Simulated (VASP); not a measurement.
Si2B3:

```
CELL_PARAMETERS angstrom
1.50000 0.86603 6.53333
-1.50000 0.86603 6.53333
0.00000 -1.73205 6.53333
ATOMIC_POSITIONS crystal
Si 0.40000 0.40000 0.40000
Si 0.60000 0.60000 0.60000
B 0.78800 0.78800 0.78800
B 0.21200 0.21200 0.21200
B 0.00000 0.00000 0.00000
```

The cell was built by a generator and needn't be a form met in nature.

| Property | Result |
| --- | --- |
| Program | VASP 6.6.1 |
| Task | relaxation of cell and atoms |
| Functional | PBE |
| Potentials or basis | VASP PAW PBE potentials, release 64 (Si, B) |
| Cutoff | 520 eV |
| k mesh | 7 × 7 × 7 |
| Occupations | gaussian, width 0.15 eV |
| Spin | no spin polarisation |

At the start: pressure 3.4 GPa; volume 10.18 Å³/atom.

Task: Where does the relaxation end?

Result: Over 21 steps the energy falls by 585.8 meV/atom and the volume is 9.16 Å³/atom (-10.1 %); space group R-3m (No. 166, to 0.05 Å).

The path:
| step | energy change (eV) | largest force (eV/Å) | pressure (GPa) | volume (Å³) |
| --- | --- | --- | --- | --- |
| 1 | 0.0000 | 2.8118 | 3.43 | 50.92 |
| 2 | -0.7339 | 2.2579 | -10.33 | 52.51 |
| 3 | -1.1612 | 1.8321 | -19.05 | 54.29 |
| 4 | -1.2121 | 1.2506 | -22.66 | 57.67 |
| 5 | -1.2965 | 1.6440 | -22.29 | 55.98 |
| 6 | -1.6980 | 1.5233 | -20.16 | 54.37 |
| 7 | -2.3326 | 0.8009 | -10.36 | 50.28 |
| 8 | -2.3666 | 0.9786 | -5.06 | 48.77 |
| 9 | -2.6230 | 0.8283 | -3.17 | 47.95 |
| 10 | -2.7716 | 0.6889 | -0.27 | 47.07 |
| 11 | -2.7178 | 1.0169 | 7.83 | 45.23 |
| 12 | -2.8021 | 0.7779 | 2.29 | 46.39 |
| 13 | -2.8406 | 0.5610 | 0.24 | 46.71 |
| 14 | -2.8855 | 0.3204 | -4.82 | 47.55 |
| 15 | -2.8862 | 0.3632 | -4.06 | 47.41 |
| 16 | -2.9124 | 0.2646 | -2.24 | 46.61 |
| 17 | -2.9162 | 0.2348 | -1.21 | 46.23 |
| 18 | -2.9165 | 0.2378 | -0.92 | 46.11 |
| 19 | -2.9259 | 0.1422 | 0.46 | 45.72 |
| 20 | -2.9268 | 0.1017 | 0.93 | 45.56 |
| 21 | -2.9291 | 0.0364 | 0.27 | 45.78 |

Final structure:
```cif
data_structure
_symmetry_space_group_name_H-M 'P 1'
_symmetry_Int_Tables_number 1
_cell_length_a 6.1754
_cell_length_b 6.1754
_cell_length_c 6.1754
_cell_angle_alpha 27.977
_cell_angle_beta 27.977
_cell_angle_gamma 27.977
_cell_volume 45.78
loop_
_atom_site_label
_atom_site_type_symbol
_atom_site_fract_x
_atom_site_fract_y
_atom_site_fract_z
_atom_site_occupancy
Si1 Si 0.40020 0.40020 0.40020 1
Si2 Si 0.59980 0.59980 0.59980 1
B1 B 0.82600 0.82600 0.82600 1
B2 B 0.17400 0.17400 0.17400 1
B3 B 0.00000 0.00000 0.00000 1
```
